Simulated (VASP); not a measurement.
```yaml
crystal:
  lattice:
    - [-2.93382, 2.93382, 2.34081]
    - [2.93382, -2.93382, 2.34081]
    - [2.93382, 2.93382, -2.34081]
  atoms:
    - { symbol: Al, position: [0.84139, 0.65861, 0.50000] }
    - { symbol: Al, position: [0.15861, 0.34139, 0.50000] }
    - { symbol: Al, position: [0.65861, 0.15861, 0.81722] }
    - { symbol: Al, position: [0.34139, 0.84139, 0.18278] }
    - { symbol: Cu, position: [0.25000, 0.25000, 0.00000] }
    - { symbol: Cu, position: [0.75000, 0.75000, 0.00000] }
```

Calculation: PBE GGA, VASP's PBE PAW potentials (set 64) (plane waves; VASP). Numerical set-up: 300 eV cut-off, 7×7×7 Γ-centred mesh, Gaussian smearing of 0.20 eV, potentials Al Cu.

At this cut-off the stress carries a Pulay error, which pulls relaxed volumes low.

Problem. Estimate the energy per atom (σ→0), pressure, largest force, band gap (on the k-mesh) with the smallest direct gap where there is one.

Solution. 
```
Item                                                        Result
------------------------  ----------------------------------------
band gap (on the k-mesh)  none (metal, semimetal or under 0.01 eV)
energy per atom (σ→0)                               -3.835 eV/atom
pressure                                                 12.32 GPa
largest force                                           0.141 eV/Å
```

Total energies compare only between runs with the same potentials, cut-off and functional.

The structure comes from a computed database's Al2Cu entry; how it stands against other phases isn't given here. The cell was not relaxed at this level.
